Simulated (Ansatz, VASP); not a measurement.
**NbB2: VASP beside Ansatz**

Wanted: the spread between two codes on one cell, functional and k mesh. The cell is taken from a series of VASP runs on this material, whose earlier steps may have relaxed, scaled or displaced it; both programs get it as it stands.

Main program and level: Ansatz 0.2.0; plane waves, with VASP 6.6.1 beside it; band structure at PBEsol.

**1. The starting structure**

Symmetry: P1, No. 1, triclinic system. The conventional cell has a = 3.110 Å, b = 3.110 Å, c = 3.270 Å, α = 90.00°, β = 90.00°, γ = 120.00°. Nb has 12 B at 2.34 to 2.50 Å nearest. B has 3 B at 1.78 to 1.82 Å and 6 Nb at 2.34 to 2.50 Å nearest. Nearest to B lie 3 B at 1.78 to 1.82 Å and 6 Nb at 2.38 to 2.48 Å. Farther neighbours are not listed.

**2. VASP: band structure, PBEsol**

A single point gives forces, pressure and levels at one fixed geometry, so differences don't come from the geometry; what else differs is listed under the comparison.

Lines of VASP's logs that name or quote its potential files are left out, and so is its time.

File INCAR:

```
SYSTEM = NbB2
PREC = Accurate
ENCUT = 420
EDIFF = 1E-06
NELM = 100
ISMEAR = -1
SIGMA = 0.05
LREAL = .FALSE.
ALGO = Normal
GGA = PS
NBANDS = 22
LASPH = .TRUE.
LORBIT = 11
LWAVE = .FALSE.
LCHARG = .FALSE.
KPAR = 4
```

File POSCAR:

```
NbB2
1.0
    3.1100000000      0.0000000000      0.0000000000
   -1.5550000000      2.6933390058      0.0000000000
    0.0000000000      0.0000000000      3.2700000000
Nb B
1 2
Direct
   -0.0062500000     -0.0133850000     -0.0166150000
    0.3213710000      0.6369040000      0.4592220000
    0.6459600000      0.3020610000      0.4910850000
```

File KPOINTS:

```
Automatic mesh
0
Gamma
11 11 9
0 0 0
```

File KPOINTS_OPT:

```
Line mode
16
Line-mode
Reciprocal
  0.00000000   0.00000000   0.00000000 GAMMA
  0.50000000   0.00000000   0.00000000 M

  0.50000000   0.00000000   0.00000000 M
  0.33333333   0.33333333   0.00000000 K

  0.33333333   0.33333333   0.00000000 K
  0.00000000   0.00000000   0.00000000 GAMMA

  0.00000000   0.00000000   0.00000000 GAMMA
  0.00000000   0.00000000   0.50000000 A

  0.00000000   0.00000000   0.50000000 A
  0.50000000   0.00000000   0.50000000 L

  0.50000000   0.00000000   0.50000000 L
  0.33333333   0.33333333   0.50000000 H

  0.33333333   0.33333333   0.50000000 H
  0.00000000   0.00000000   0.50000000 A

  0.50000000   0.00000000   0.50000000 L
  0.50000000   0.00000000   0.00000000 M

  0.33333333   0.33333333   0.00000000 K
  0.33333333   0.33333333   0.50000000 H
```

Potentials, in the order of the species: Nb_sv and B (PBE family, release 64).

Launch:

```console
$ mpirun -np 4 vasp_std
```

Numbers of over 12 decimals in the logs are rounded to 6 here.

What it wrote:

```text
[banner, memory and clock lines left out]
running    4 mpi-ranks, on    1 nodes
 distrk:  each k-point on    1 cores,    4 groups
 distr:  one band on    1 cores,    1 groups

 POSCAR found type information on POSCAR NbB
 POSCAR found :  2 types and       3 ions
|                                                                             |
|               ----> ADVICE to this user running VASP <----                  |
|                                                                             |
|     You enforced a specific xc type in the INCAR file but a different       |
|     [... a line on the potential file left out ...]
|     I HOPE YOU KNOW WHAT YOU ARE DOING!                                     |
|                                                                             |

 LDA part: xc-table for (Slater+PW92), standard interpolation
 POSCAR, INCAR and KPOINTS ok, starting setup
 FFT: planning ... GRIDC
 FFT: planning ... GRID_SOFT
 FFT: planning ... GRID
 WAVECAR not read
 entering main loop
       N       E                     dE             d eps       ncg     rms          rms(c)
DAV:   1     0.117376856423E+03    0.11738E+03   -0.81144E+03 24044   0.723E+02
DAV:   2    -0.258743839544E+02   -0.14325E+03   -0.13703E+03 28018   0.272E+02
DAV:   3    -0.303943058665E+02   -0.45199E+01   -0.44454E+01 34098   0.440E+01
DAV:   4    -0.305137582337E+02   -0.11945E+00   -0.11917E+00 31598   0.619E+00
DAV:   5    -0.305166231075E+02   -0.28649E-02   -0.28646E-02 33958   0.886E-01    0.123E+01
DAV:   6    -0.273514922913E+02    0.31651E+01   -0.76343E+00 35658   0.183E+01    0.308E+00
DAV:   7    -0.273592513034E+02   -0.77590E-02   -0.28386E-01 29216   0.368E+00    0.210E+00
DAV:   8    -0.273551396389E+02    0.41117E-02   -0.30944E-02 40654   0.117E+00    0.187E-01
DAV:   9    -0.273547320291E+02    0.40761E-03   -0.18279E-03 29738   0.300E-01    0.941E-02
DAV:  10    -0.273547089552E+02    0.23074E-04   -0.24972E-04 30548   0.118E-01    0.215E-02
DAV:  11    -0.273547037244E+02    0.52308E-05   -0.14876E-05 33188   0.372E-02    0.139E-02
DAV:  12    -0.273547029547E+02    0.76964E-06   -0.69729E-07 21312   0.600E-03
   1 F= -.27354703E+02 E0= -.27350649E+02  d E =-.810866E-02
 Start KPOINTS_OPT (optional k-point list driver)
k-point batch [1-144\144]
       N       E                     dE             ncg
DAV:   1     0.117817932306E+05   -0.78549E+05     6352
DAV:   2    -0.886710523371E+04   -0.20649E+05     7230
DAV:   3    -0.954152014846E+04   -0.67441E+03     9318
DAV:   4    -0.955629963317E+04   -0.14779E+02     8030
DAV:   5    -0.955663607597E+04   -0.33644E+00     8940
DAV:   6    -0.955664031413E+04   -0.42382E-02     8188
DAV:   7    -0.955664036645E+04   -0.52315E-04     7702
DAV:   8    -0.955664036809E+04   -0.16440E-05     5568
DAV:   9    -0.955664036842E+04   -0.33059E-06     5018
```

OUTCAR, selected parts (step 2):

```text
ion  position               nearest neighbor table
   1  0.994  0.987  0.983-   2 2.34   3 2.38   2 2.39   2 2.40   3 2.41   3 2.42   3 2.44   3 2.45
                             2 2.45   3 2.48   2 2.49   2 2.50
   2  0.321  0.637  0.459-   3 1.78   3 1.79   3 1.82   1 2.34   1 2.39   1 2.40   1 2.45   1 2.49
                             1 2.50
   3  0.646  0.302  0.491-   2 1.78   2 1.79   2 1.82   1 2.38   1 2.41   1 2.42   1 2.44   1 2.45
                             1 2.48

  LATTYP: Found a hexagonal cell.
 ALAT       =     3.1100000000
 C/A-ratio  =     1.0514469453

 Subroutine GETGRP returns: Found  1 space group operations
 (whereof  1 operations were pure point group operations)

The static configuration has the point symmetry C_1 .

 Found    545 irreducible k-points:

   k-points           NKPTS =    545   k-points in BZ     NKDIM =    545   number of bands    NBANDS=     22

   dimension x,y,z NGX =    24 NGY =   24 NGZ =   24
   dimension x,y,z NGXF=    48 NGYF=   48 NGZF=   48

   ENCUT  =  420.0 eV  30.87 Ry    5.56 a.u.   5.20  5.20  5.46*2*pi/ulx,y,z

   NELECT =      19.0000    total number of electrons

 k-points in reciprocal lattice and weights: Automatic mesh
   0.00000000  0.00000000  0.00000000       0.001
   0.09090909 -0.00000000  0.00000000       0.002
   0.00000000  0.09090909  0.00000000       0.002
  -0.09090909  0.09090909  0.00000000       0.002
   0.18181818 -0.00000000  0.00000000       0.002
   0.00000000  0.18181818  0.00000000       0.002
  -0.18181818  0.18181818  0.00000000       0.002
   0.27272727 -0.00000000  0.00000000       0.002
   0.00000000  0.27272727  0.00000000       0.002
[...]
0.27272727  0.36363636  0.44444444       0.002
  -0.36363636 -0.36363636  0.44444444       0.002

 average (electrostatic) potential at core
       1 -76.5374       2 -20.8793       3 -20.8784

 E-fermi :  12.5994

 k-point     1 :       0.0000    0.0000    0.0000
  band No.  band energies     occupation
    ...
      5      -1.7096      2.00000
      6       8.0329      2.00000
      7       8.1971      2.00000
      8       8.2305      2.00000
      9       9.6424      2.00000
     10      13.8228      0.00000
     11      13.8652      0.00000
     12      15.7308      0.00000
     13      15.9188      0.00000
     14      16.6054      0.00000
    ...

 k-point     2 :       0.0909   -0.0000    0.0000
  band No.  band energies     occupation
    ...
      5      -1.5379      2.00000
      6       7.7741      2.00000
      7       8.0941      2.00000
      8       8.3376      2.00000
      9       9.3438      2.00000
     10      13.7686      0.00000
     11      14.2550      0.00000
     12      14.8050      0.00000
     13      15.2042      0.00000
     14      17.3169      0.00000
    ...

 k-point     3 :       0.0000    0.0909    0.0000
  band No.  band energies     occupation
    ...
      5      -1.5390      2.00000
      6       7.6755      2.00000
      7       8.2002      2.00000
      8       8.3423      2.00000
      9       9.3544      2.00000
     10      13.7559      0.00000
     11      14.2350      0.00000
     12      14.8495      0.00000
     13      15.1536      0.00000
     14      17.2924      0.00000
    ...

  Total       -0.4033974     -0.3800455      0.3041468      0.0351217      0.0530697     -0.0315467
  in kB      -23.5963350    -22.2303878     17.7907645      2.0544075      3.1042572     -1.8452906
  external PRESSURE =      -9.3453194 kB  Pullay stress =       0.0000000 kB

  energy-cutoff  :      420.00
  volume of cell :       27.39
      direct lattice vectors                 reciprocal lattice vectors
     3.110000000  0.000000000  0.000000000     0.321543408  0.185643173  0.000000000
    -1.555000000  2.693339006  0.000000000     0.000000000  0.371286347  0.000000000
     0.000000000  0.000000000  3.270000000     0.000000000  0.000000000  0.305810398

 POSITION                                       TOTAL-FORCE (eV/Angst)
 -----------------------------------------------------------------------------------
      1.55638      2.65729      3.21567        -0.064757     -0.561660     -0.419120
      0.00908      1.71540      1.50166        -0.283098      0.252586      0.869383
      1.53923      0.81355      1.60585         0.347855      0.309074     -0.450263
 -----------------------------------------------------------------------------------
    total drift:                                0.000007      0.000036      0.000227

  FREE ENERGIE OF THE ION-ELECTRON SYSTEM (eV)
  ---------------------------------------------------
  free  energy   TOTEN  =       -27.3547029547 eV

  energy  without entropy=      -27.3465942912  energy(sigma->0) =      -27.35064862

 total charge
# of ion       s       p       d       tot
------------------------------------------
    1        2.152   6.059   2.589  10.800
    2        0.665   1.293   0.000   1.958
    3        0.663   1.292   0.000   1.955
--------------------------------------------------
tot          3.480   8.644   2.589  14.714

[... 3 further parts left out ...]
```

This run has no spin polarisation. Its electron count is odd, so without a moment it is a metal by construction. Spin-orbit coupling is off here; it would split degenerate levels.

**3. Ansatz: band structure, PBEsol**

Ansatz runs on its default PAW (the set named soft_2) files.

The same cell, functional, mesh and smearing now go to Ansatz, which takes its cutoff from its data sets.

File input.yaml:

```yaml
crystal:
  lattice:
    - [3.11, 0.0, 0.0]
    - [-1.555, 2.6933390058, 0.0]
    - [0.0, 0.0, 3.27]
  atoms:
    - { symbol: Nb, position: [-0.00625, -0.013385, -0.016615] }
    - { symbol: B, position: [0.321371, 0.636904, 0.459222] }
    - { symbol: B, position: [0.64596, 0.302061, 0.491085] }
hamiltonian:
  xc: pbesol
  pseudopotentials: { kind: paw }
kpoints:
  mp_grid: { grid: [11, 11, 9] }
  band_path:
    path:
      - [0.0, 0.0, 0.0]
      - [0.13333, 0.0, 0.0]
      - [0.3, 0.0, 0.0]
      - [0.46667, 0.0, 0.0]
      - [0.46667, 0.06667, 0.0]
      - [0.41111, 0.17778, 0.0]
      - [0.35556, 0.28889, 0.0]
      - [0.28889, 0.28889, 0.0]
      - [0.17778, 0.17778, 0.0]
      - [0.06667, 0.06667, 0.0]
      - [0.0, 0.0, 0.03333]
      - [0.0, 0.0, 0.2]
      - [0.0, 0.0, 0.36667]
      - [0.0, 0.0, 0.5]
      - [0.16667, 0.0, 0.5]
      - [0.3, 0.0, 0.5]
      - [0.46667, 0.0, 0.5]
      - [0.46667, 0.06667, 0.5]
      - [0.41111, 0.17778, 0.5]
      - [0.35556, 0.28889, 0.5]
      - [0.28889, 0.28889, 0.5]
      - [0.17778, 0.17778, 0.5]
      - [0.06667, 0.06667, 0.5]
      - [0.5, 0.0, 0.46667]
      - [0.5, 0.0, 0.3]
      - [0.5, 0.0, 0.13333]
      - [0.33333, 0.33333, 0.0]
      - [0.33333, 0.33333, 0.16667]
      - [0.33333, 0.33333, 0.33333]
      - [0.33333, 0.33333, 0.5]
    npoints: 1
scf:
  occupations: { method: fermi_dirac, width: 0.05 }
  n_extra_bands: 7
output:
  forces: true
  stress: true
  eigenvalues: true
  write_density: true
  write_potential: true
  elf: true
  volumetric_format: npy
```

Launch:

```console
$ ansatz run input.yaml --threads 2 --pin off --max-ram 4608MiB --backend cpu --events-out ev --progress --plain --runs-dir out
```

What it wrote:

```text
scf.n_extra_bands = 7 over 10 filled bands (N_el = 19.0): the run solves 17 bands
Engine: ansatz 0.2.0, aarch64-unknown-linux-gnu
Pseudopotentials: kind: paw
Pseudopotential: Nb, paw, valence charge 13, recommended cutoff 420 eV (normal), Nb.paw.azcp
Pseudopotential: B, paw, valence charge 3, recommended cutoff 420 eV (normal), B.paw.azcp
Functional definition: PBEsol
  exchange = pbesol_x
  correlation = pbesol_c
Crystal: 3 atoms, lattice volume = 27.390 Å³
Basis set: ecut = 420 eV, 551 PW (Γ), exchange–correlation on 48×48×48 points (8 copies of the dense FFT grid, shifted against one another)
Bands: 17, of which v1, the nominal top of the filled ones, is band 10 counted from 1 (9 counted from 0)
Symmetry: 1 space group operations
Space group: P1 (ITA 1), of the structure as read, at distance tolerance 3.0e-5 Å
k-points: 545 of 1089 (time reversal used)
Non-local potential: Nb, projectors of the file, l = 0: 3, l = 1: 2, l = 2: 2, l = 3: 1
Non-local potential: B, projectors of the file, l = 0: 2, l = 1: 2, l = 2: 1
PAW form: soft (Blöchl's): semilocal exchange-correlation on the pseudo side does not see the compensation charge
PAW frozen core: Nb, regenerated for the run's functional, and the local potential with it (the file was generated under x = pbe(κ = 0.804, μ = 0.219515), c = pbe(β = 0.066725))
PAW frozen core: B, regenerated for the run's functional, and the local potential with it (the file was generated under x = pbe(κ = 0.804, μ = 0.219515), c = pbe(β = 0.066725))
PAW one-centre angular grid: Nb, 590 points (default); XC on 64 Gauss nodes
PAW one-centre angular grid: B, 110 points (default); XC on 64 Gauss nodes
Initial density: superposition of atomic densities (neutral atoms: chi_scale 0, normalization atom), corrected by the library's trained network
Initial wavefunctions: pseudopotential atomic-orbital guess
Functional: x = pbesol(κ = 0.804, μ = 0.123457), c = pbesol(β = 0.046)
SCF iter   1: F=—  HF=-4803.106937 eV  |F-HF|=—  |Δ(HF+E_count)|=         —  Δρ=4.57e-3  dr2=7.41e-3  ethr=1.77e-3  ⟨swp⟩=5.6  Hψ=48127  notcnv=0  defer=316
preconditioner: auto → none  [metal: Δε(μ)=0.004 eV  Ē_g=11.727 eV  σ=0.050 eV  W_gap=0.02  n_scr=8 (ndim 8)  ℏωp=23.5 eV  f_vac=0.000  D(μ)=1.02/eV (n_scr^D=8)  sad-step TF]
SCF iter   2: F=—  HF=-4803.105800 eV  |F-HF|=—  |Δ(HF+E_count)|=   1.14e-3  Δρ=3.22e-3  dr2=4.50e-3  ethr=3.90e-5  ⟨swp⟩=1.1  Hψ=13727  notcnv=0  defer=464
SCF iter   3: F=—  HF=-4803.104609 eV  |F-HF|=—  |Δ(HF+E_count)|=   1.19e-3  Δρ=7.00e-4  dr2=6.80e-5  ethr=2.37e-5  ⟨swp⟩=2.3  Hψ=10851  notcnv=0  defer=464
SCF iter   4: F=—  HF=-4803.104584 eV  |F-HF|=—  |Δ(HF+E_count)|=   2.49e-5  Δρ=1.62e-4  dr2=3.64e-6  ethr=3.58e-7  ⟨swp⟩=2.2  Hψ=13291  notcnv=0  defer=464
SCF iter   5: F=—  HF=-4803.104583 eV  |F-HF|=—  |Δ(HF+E_count)|=   4.24e-7  Δρ=2.23e-5  dr2=1.38e-7  ethr=1.92e-8  ⟨swp⟩=2.5  Hψ=12651  notcnv=0  defer=464
SCF iter   6: F=-4803.104583 eV  HF=-4803.104583 eV  |F-HF|=7.73e-9  |Δ(HF+E_count)|=   5.23e-8  Δρ=7.26e-6  dr2=1.09e-8  ethr=5.26e-10  ⟨swp⟩=10.7  Hψ=53201  notcnv=0
SCF 1 converged in 6 iterations: F = -4803.104583 eV  dr2 = 1.09e-8
  greatest PAW one-centre occupation: 0.998 electrons in one spin orbital (limit 2), on the Nb atom at site 0 (counted from 0), in its partial waves of l = 0
NSCF: frozen V_eff on 30 k-points
SCF converged after 6 iterations
Free energy (F): -4803.104583 eV
Harris-Foulkes:  -4803.104583 eV  (|F-HF|=7.73e-9)
Internal energy: -4803.096466 eV  (E = F + TS)
E sigma→0 (E₀):  -4803.100525 eV
Entropy (-TS):   -0.008118 eV (-2.706 meV/atom)
Fermi energy:    18.587301 eV
--- Per-component energies (eV) ---
  E_band       = -16.530800
  E_kinetic    = 498.300982
  E_local      = -703.883002  (includes V_loc(G=0)·N_el)
  E_nonlocal   = 142.362944
  E_hartree    = 226.694325
  E_xc         = -241.627065
  E_vxc        = -292.916153  (∫ρ·V_xc dr)
  E_paw        = -3168.485337  (= ΣΔE_a)
  E_vpaw       = -113.783129  (= ΣTr[D̂ρ^β])
  E_aug_tail   = 0.000001  (compensation charges beyond the density's cutoff)
  E_ewald      = -1556.677445
  E_core_change = 0.218131  (= ΣΔE_core)
  E_smearing   = -0.008118  (= −TS)
  E_closure    = 0.000000  (closes the sum)
  Σ components = -4803.104583   (vs F -4803.104583, Δ=0.00e0)
--- Forces (eV/Å), atoms counted from 1 ---
  atom   1  Nb    -0.06448058    -0.55987619    -0.41756043
  atom   2  B     -0.28069929     0.25194055     0.86812903
  atom   3  B      0.34517802     0.30792073    -0.45066700
  max |Σ_I F_I| component: 9.84e-5 eV/Å
--- Stress (GPa, compression-positive) ---
       -2.059641       0.218528      -0.185468
        0.218528      -1.926138       0.310361
       -0.185468       0.310360       2.261968
  P = ⅓ Tr σ = -0.5746 GPa (-5.746 kbar)
--- Band table (eV; the first three rows and the last of 545) ---
  k-point 0: bands = [... 6 lower, 14.1864, 14.2206, 15.6364, 19.8107, 19.8530, 21.7131, 21.9014, 22.5917, ... 3 higher]
  k-point 1: bands = [... 6 lower, 14.1639, 14.3417, 16.2201, 19.0206, 19.1332, 21.3136, 21.4990, 22.8092, ... 3 higher]
  k-point 2: bands = [... 6 lower, 14.5833, 14.7659, 17.2629, 17.8855, 18.0413, 20.2458, 20.4109, 22.7345, ... 3 higher]
  k-point 544: bands = [... 6 lower, 12.9531, 13.8216, 14.9424, 18.5353, 20.2934, 21.0048, 22.0663, 25.5528, ... 3 higher]
```

Elapsed: 25 s, on 2 threads of Arm Neoverse N1, shared host; peak memory 0.53 GiB.

Reading the cycles: dr2 is the Hartree energy of the density residual (eV), the measure of convergence; HF is the Harris–Foulkes estimate of the energy, which meets the free energy F at convergence.

**4. Comparison**

Known differences besides the potentials themselves: Ansatz makes its cores anew for this functional, VASP keeps those of its PBE data sets. Total energies have different zeros and are not compared.

The two programs side by side:

```tsv
quantity	Ansatz	VASP	difference
pressure (GPa)	-0.57	-0.93	+0.36
pressure without Ansatz's Pulay correction (GPa)	-0.76	-0.93	+0.17
```

Forces (eV/Å; atoms numbered as in POSCAR):

```tsv
atom	Ansatz x, y, z	VASP x, y, z
Nb1	-0.064, -0.560, -0.418	-0.065, -0.562, -0.419
B2	-0.281, 0.252, 0.868	-0.283, 0.253, 0.869
B3	0.345, 0.308, -0.451	0.348, 0.309, -0.450
```

The forces differ by 1.6 meV/Å r.m.s., which is 0.3 % of the r.m.s. force of 0.45 eV/Å (both taken over all components). Levels from 3 eV below to 2 eV above the Fermi level differ by 2 meV r.m.s. and 6 meV at most; each VASP level is matched to the nearest of Ansatz, which flatters the figure a little. Ansatz's pressure holds a Pulay correction of 0.19 GPa; VASP's holds none.

**5. Outcome**

| Item | Value |
| --- | --- |
| r.m.s. difference of levels near the Fermi level (band structure, PBEsol) | 1.5 meV |

What this shows: The r.m.s. difference of levels near the Fermi level is 1.5 meV (band structure, PBEsol), within the 80 meV picked in this series as the mark of a large difference. How closely two codes agree says nothing of how well the functional describes the real material.

[Lines on the potential files, build, host, timing and source positions are cut from VASP's logs without a mark.]

[Logs are printed without paths, hosts, clocks, repeated set-up lines and the standing remarks that a program may print on its own settings, such as how far it seeks lower states.]

[Hosts, paths, dates, database ids (printed as entryN), source tags and the programs' standing remarks are cut or masked in the printed files.]
